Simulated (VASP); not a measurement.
Consider the following.

```xyz
2
Lattice="1.3800 -2.3902 0.0000 1.3800 2.3902 0.0000 0.0000 0.0000 4.4600" Properties=species:S:1:pos:R:3 pbc="T T T"
Re     1.3800     0.7967     1.1150
Re     1.3800    -0.7967     3.3450
```

Calculation: PBE GGA, VASP's PBE PAW potentials (set 64) (plane waves; VASP). Run with 400 eV cut-off, 14×14×8 Γ-centred mesh, first-order Methfessel-Paxton smearing of 0.10 eV, potentials Re.

Problem. The ions, cell shape and volume are relaxed. What does this cell relax into?

Solution. 
```xyz
2
Lattice="1.3861 -2.4008 0.0000 1.3861 2.4008 0.0000 0.0000 0.0000 4.4856" Properties=species:S:1:pos:R:3 pbc="T T T"
Re     1.3861     0.8003     1.1214
Re     1.3861    -0.8003     3.3642
```
Space group P6_3/mmc (194), at a tolerance of 0.03 Å.

Problem. How do energy and volume change from the first to the last step?

Solution. The energy (σ→0) changes by -3.8 meV/atom and the volume by +1.5 %, in 9 ionic steps.

```
step  E(σ→0) (eV)  max force (eV/Å)  pressure (GPa)  volume (Å³)
----  -----------  ----------------  --------------  -----------
1        -24.8446             0.000            5.73        29.42
2        -24.7301             0.000          -19.76        31.72
3        -24.8523             0.000           -0.17        29.87
4        -24.8523             0.000           -0.06        29.86
5        -24.8523             0.000            0.05        29.85
6        -24.8523             0.000            0.14        29.85
7        -24.8523             0.000            0.13        29.85
8        -24.8523             0.000           -0.31        29.88
9        -24.8523             0.000            0.02        29.86
```

The compound is Re in the hcp structure. This run relaxes it. Symmetry was kept, so distortions that lower it aren't found.
